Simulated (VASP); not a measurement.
```
ZnSe
1.0
    0.00000     2.61393     2.61393
    2.61393     0.00000     2.61393
    2.61393     2.61393     0.00000
Zn Se
1 1
Direct
  0.00000   0.00000   0.00000
  0.25000   0.25000   0.25000
```

Method: PBE GGA, VASP's PBE PAW potentials (set 64) (plane waves; VASP). Numerical set-up: 500 eV cut-off, 9×9×9 Γ-centred mesh, Gaussian smearing of 0.050 eV, potentials Zn Se.

### Question
Estimate the energy per atom (σ→0), pressure, band gap (on the k-mesh) with the smallest direct gap where there is one.

### Answer

| Property | Value |
|---|---|
| band gap (on the k-mesh) | 2.36 eV |
| smallest direct gap (on the k-mesh) | 2.36 eV |
| energy per atom (σ→0) | -2.599 eV/atom |
| pressure | 29.95 GPa |

The compound is ZnSe in the zinc blende structure. It was relaxed first under an external pressure of 30 GPa.
